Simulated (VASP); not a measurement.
Shape and ions are relaxed at each volume.

Energy against volume of Se (trig). The numbers are results of r2SCAN meta-GGA, VASP's PBE PAW potentials (set 64) (plane waves; VASP), not measurements.

```json
[
 {"V (Å³/atom)": "27.462", "E (eV/atom)": "-14.30583"},
 {"V (Å³/atom)": "28.339", "E (eV/atom)": "-14.30861"},
 {"V (Å³/atom)": "29.215", "E (eV/atom)": "-14.30951"},
 {"V (Å³/atom)": "30.092", "E (eV/atom)": "-14.30894"},
 {"V (Å³/atom)": "30.968", "E (eV/atom)": "-14.30727"}
]
```

Task: Fit a third-order Birch-Murnaghan equation of state.

Result: 
- volume per atom = 29.27 Å³/atom
- bulk modulus = 8.7 GPa
- pressure derivative of the bulk modulus = 7.96

The compound is Se in the trig structure. It was relaxed first, which changed the volume by +7 %.
